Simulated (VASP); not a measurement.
A run of VASP 6.6.1 is set up as follows.

Contents of INCAR:

```
PREC = Accurate ; ENCUT = 350
EDIFF = 1E-5 ; ISMEAR = 0
SIGMA = 0.03 ; LREAL = Auto
LASPH = T ; NELM = 120
ALGO = Normal ; ISIF = 2
LWAVE = F ; LCHARG = F
ISPIN = 2 ; MAGMOM = 1 0 0 0 0 0 0 0 0 0 0 0 0 0 0 0 0 0 0 0 0 0 0 0
LORBIT = 11 ; NUPDOWN = 1
LMAXMIX = 4 ; GGA = PS
NBANDS = 128 ; NELECT = 213.0
ISYM = 0 ; KPAR = 2
```

Contents of KPOINTS:

```
regular mesh
0
Gamma
  2 2 2
```

POSCAR

```
Ga11CoAs12                              
1.0
    0.0000000000      8.4805500000      8.4805500000
    5.6537000000      0.0000000000      5.6537000000
    5.6537000000      5.6537000000      0.0000000000
  Co              Ga              As            
     1    11    12
Direct
     0.0066925719835698    0.9937141185467731    0.9894075178121383
     0.0036149405823148    0.0067941455452569    0.4913116812925748
     0.0033673344709242    0.4960509051048852    0.0021427881071661
     0.0017799837581386    0.5010082665105793    0.4973441884264218
     0.3276748809062568    0.0058569081989590    0.0042469272995551
     0.3315651927990914    0.0029943060310894    0.4994590477142880
     0.3311341884067474    0.5006650630222826    0.0029131517956047
     0.3334153385035082    0.5004059489380128    0.4997878979066767
     0.6699969801383097    0.0057813565070796    0.0007096137014078
     0.6680206982003589    0.0045122537087470    0.4914820337227830
     0.6675722548175600    0.4945829207286274    0.0024512684305043
     0.6691179676252647    0.5009885932809828    0.4966091682727207
     0.0789957097931353    0.1211250389899975    0.1162352325616507
     0.0823352455479382    0.1255061397210186    0.6312194500384299
     0.0819289515241650    0.6350907659257327    0.1218327337501722
     0.0829839880786138    0.6288130416631634    0.6244662737167826
     0.4195627174620056    0.1246961481494373    0.1234522585659485
     0.4169722282742185    0.1246590307471648    0.6269219319906323
     0.4166092128854977    0.6283930309063548    0.1240086011379191
     0.4178141351967082    0.6253785724193148    0.6249934720285656
     0.7650135614896847    0.1207327416144646    0.1173605554850609
     0.7520679879726129    0.1250093059385999    0.6231419800877798
     0.7517734121089140    0.6279857925880502    0.1206706644783203
     0.7509015174744506    0.6267756052134359    0.6244545616769117
```

Potentials or basis: VASP PAW PBE potentials, release 64 (Co, Ga_d, As).

The run is started by

```sh
$ cat potpaw_PBE.64/Co/POTCAR potpaw_PBE.64/Ga_d/POTCAR potpaw_PBE.64/As/POTCAR > POTCAR
$ mpirun -np 4 vasp_std > vasp.out
```

(1) Predict the largest force.

Answers

(1) 0.931 eV/Å.

Caveat: the k mesh is coarse (spacing up to 0.48 Å⁻¹), so the values aren't converged; the PAW data sets were made with another functional, which shifts forces and pressure a little; the total moment is fixed, so each spin has its own Fermi level.
